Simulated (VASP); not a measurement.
Si$_{2}$Rh$_{3}$ (space group P-3m1): computed properties

The numbers are results of PBEsol GGA, VASP's PBE PAW potentials (set 64) (plane waves; VASP 6.6.1), not measurements.

- space group: P-3m1 (164)
- cell: a = 3.9538 Å, b = 3.9538 Å, c = 5.0351 Å, α = 90.00°, β = 90.00°, γ = 120.00°
- volume per atom: 13.63 Å³/atom
- band gap (over mesh and band path): none (metal, semimetal or under 0.01 eV)
- band gap with spin-orbit coupling: none (metallic)
- density: 8.89 g/cm³

```cif
data_Rh3Si2
_chemical_formula_sum 'Si2 Rh3'
_space_group_name_H-M_alt 'P-3m1'
_space_group_IT_number 164
_space_group_name_Hall '-P 3 2"'
_cell_length_a 3.95381
_cell_length_b 3.95381
_cell_length_c 5.03509
_cell_angle_alpha 90.000
_cell_angle_beta 90.000
_cell_angle_gamma 120.000
loop_
_atom_site_label
_atom_site_type_symbol
_atom_site_symmetry_multiplicity
_atom_site_Wyckoff_symbol
_atom_site_fract_x
_atom_site_fract_y
_atom_site_fract_z
_atom_site_occupancy
Si1 Si 2 d 0.33333 0.66667 0.19772 1
Rh1 Rh 2 d 0.66667 0.33333 0.32662 1
Rh2 Rh 1 a 0.00000 0.00000 0.00000 1
```

The structure comes from a computed database's Si2Rh3 entry (P-3m1); how it stands against other phases isn't given here. It was relaxed first. Symmetry was kept, so distortions that lower it aren't found. The electron count is odd and the run is not spin-polarised, which forces a metal.
